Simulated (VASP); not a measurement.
Here is the system:

```
Ni
1.0
    0.00000     1.72881     1.72881
    1.72881     0.00000     1.72881
    1.72881     1.72881     0.00000
Ni
1
Direct
  0.00000   0.00000   0.00000
```

These are PBEsol GGA with spin-orbit coupling, VASP's PBE PAW potentials (set 64) (plane waves; VASP 6.6.1) values and carry that method's errors. Run with ISYM = 0, 400 eV cut-off, 16×16×16 Γ-centred mesh, Gaussian smearing of 0.050 eV, potentials Ni. Starting moments (MAGMOM): 0 0 0.6.

### Question
Give the energies of bands 1 to 12 at the high-symmetry points, in eV from the Fermi level.

### Answer

| band | Γ | X | U | L | W |
|---|---|---|---|---|---|
| 1 | -9.46 | -4.98 | -4.24 | -5.14 | -4.03 |
| 2 | -9.43 | -4.65 | -3.96 | -4.75 | -3.67 |
| 3 | -2.60 | -4.47 | -3.85 | -2.60 | -3.26 |
| 4 | -2.56 | -3.92 | -3.47 | -2.50 | -3.25 |
| 5 | -2.51 | -0.54 | -2.22 | -2.01 | -2.71 |
| 6 | -1.94 | -0.42 | -1.67 | -1.92 | -2.71 |
| 7 | -1.87 | -0.40 | -1.12 | -0.59 | -1.36 |
| 8 | -1.83 | 0.07 | -0.69 | -0.53 | -0.82 |
| 9 | -1.27 | 0.38 | -0.55 | -0.49 | -0.41 |
| 10 | -1.27 | 0.39 | 0.09 | -0.45 | 0.37 |
| 11 | -0.71 | 2.39 | 5.91 | 0.12 | 7.97 |
| 12 | -0.71 | 2.42 | 6.11 | 0.17 | 7.97 |

It has no gap at this level: it comes out as a metal or semimetal.

The compound is Ni in the fcc structure. It was relaxed first, which changed the volume by -5 %.
